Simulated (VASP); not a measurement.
All values below come from PBEsol GGA, VASP's PBE PAW potentials (set 64) (plane waves; VASP).

A VASP calculation is set up with these files.

INCAR:
```
ALGO  =  Normal
EDIFF  =  1E-7
ENCUT  =  400
GGA  =  PS
ICHARG  =  11
ISMEAR  =  0
LASPH  =  .True.
LCHARG  =  .False.
LMAXMIX  =  4
LORBIT  =  11
LREAL  =  .False.
LWAVE  =  .False.
NELM  =  100
PREC  =  Accurate
SIGMA  =  0.05
SYSTEM  =  Cd4STe3
```

KPOINTS:
```
k-points along high-symmetry lines
15
Line-mode
Reciprocal
  0.000000   0.000000   0.000000 ! GAMMA
  0.000000   0.500000   0.000000 ! X

  0.000000   0.500000   0.000000 ! X
  0.500000   0.500000   0.000000 ! M

  0.500000   0.500000   0.000000 ! M
  0.000000   0.000000   0.000000 ! GAMMA

  0.000000   0.000000   0.000000 ! GAMMA
  0.500000   0.500000   0.500000 ! R

  0.500000   0.500000   0.500000 ! R
  0.000000   0.500000   0.000000 ! X

  0.500000   0.500000   0.500000 ! R
  0.500000   0.500000   0.000000 ! M
```

### POSCAR
```
Cd4STe3
1
    6.3148632864    -0.0000000000     0.0000000000
   -0.0000000000     6.3148632864    -0.0000000000
   -0.0000000000     0.0000000000     6.3148632864
Cd Te S
4 3 1
Direct
  0.0151917748   0.9848082252   0.9848082252
  0.4848082252   0.5151917748   0.9848082252
  0.4848082252   0.9848082252   0.5151917748
  0.0151917748   0.5151917748   0.5151917748
  0.2500000000   0.2500000000   0.2500000000
  0.7500000000   0.7500000000   0.2500000000
  0.7500000000   0.2500000000   0.7500000000
  0.2500000000   0.7500000000   0.7500000000
```

POTCAR, in this order: Cd Te S (PBE.64 set). Program: vasp_std. Read from the step before: CHGCAR.

What VASP printed:

### OSZICAR
```
       N       E                     dE             d eps       ncg     rms          rms(c)
DAV:   1     0.415957580798E+03    0.41596E+03   -0.29138E+04  7764   0.120E+03
DAV:   2     0.145117749866E+01   -0.41451E+03   -0.40692E+03  8722   0.320E+02
DAV:   3    -0.217337763142E+02   -0.23185E+02   -0.23076E+02  9142   0.754E+01
DAV:   4    -0.220777186479E+02   -0.34394E+00   -0.34358E+00  9208   0.812E+00
DAV:   5    -0.220827196268E+02   -0.50010E-02   -0.50000E-02  8903   0.968E-01
DAV:   6    -0.220828751122E+02   -0.15549E-03   -0.15548E-03  9405   0.152E-01
DAV:   7    -0.220828795443E+02   -0.44322E-05   -0.44321E-05  8931   0.248E-02
DAV:   8    -0.220828797350E+02   -0.19066E-06   -0.19068E-06  7777   0.476E-03
DAV:   9    -0.220828797446E+02   -0.96479E-08   -0.96362E-08  6050   0.112E-03
   1 F= -.22082880E+02 E0= -.22082880E+02  d E =-.310608E-14
```

OUTCAR:
```
 val. band max:        2.1367193332   @ k =   0.0000   0.0000   0.0000

 cond. band min:       2.6656443135   @ k =   0.0000   0.0000   0.0000



 k-point     1 :       0.0000    0.0000    0.0000
  band No.  band energies     occupation
      1     -10.3652      2.00000
      2      -8.8958      2.00000
      3      -8.4705      2.00000
      4      -8.4705      2.00000
      5      -6.0992      2.00000
      6      -6.0992      2.00000
      7      -6.0992      2.00000
      8      -5.9340      2.00000
      9      -5.9340      2.00000
     10      -5.9340      2.00000
     11      -5.9042      2.00000
     12      -5.9042      2.00000
     13      -5.9042      2.00000
     14      -5.8651      2.00000
     15      -5.8651      2.00000
     16      -5.8651      2.00000
     17      -5.7889      2.00000
     18      -5.7889      2.00000
     19      -5.7436      2.00000
     20      -5.7436      2.00000
     21      -5.7436      2.00000
     22      -5.3491      2.00000
     23      -5.2861      2.00000
     24      -5.2861      2.00000
     25      -2.2504      2.00000
     26      -2.2504      2.00000
     27      -2.2504      2.00000
     28      -0.1026      2.00000
     29      -0.1026      2.00000
     30      -0.1026      2.00000
     31       0.3589      2.00000
     32       0.3589      2.00000
     33       0.3589      2.00000
     34       2.1367      2.00000
     35       2.1367      2.00000
     36       2.1367      2.00000
     37       2.6656      0.00000
     38       4.5872      0.00000
     39       4.5872      0.00000
     40       4.9882      0.00000
     41       4.9882      0.00000
     42       4.9882      0.00000
     43       5.1137      0.00000

 k-point     2 :       0.0000    0.0357    0.0000
  band No.  band energies     occupation
      1     -10.3649      2.00000
      2      -8.8947      2.00000
      3      -8.4716      2.00000
      4      -8.4705      2.00000
      5      -6.0987      2.00000
      6      -6.0987      2.00000
...
```

The density is held fixed in this step, so its total energy and stress have no physical meaning. Unless said otherwise, spin-orbit coupling is left out, though it shifts the bands of the heavy elements here.

The structure was generated: Cd4STe3 was put into an ordered model structure (P-43m), which need not be its known phase. It was relaxed first.
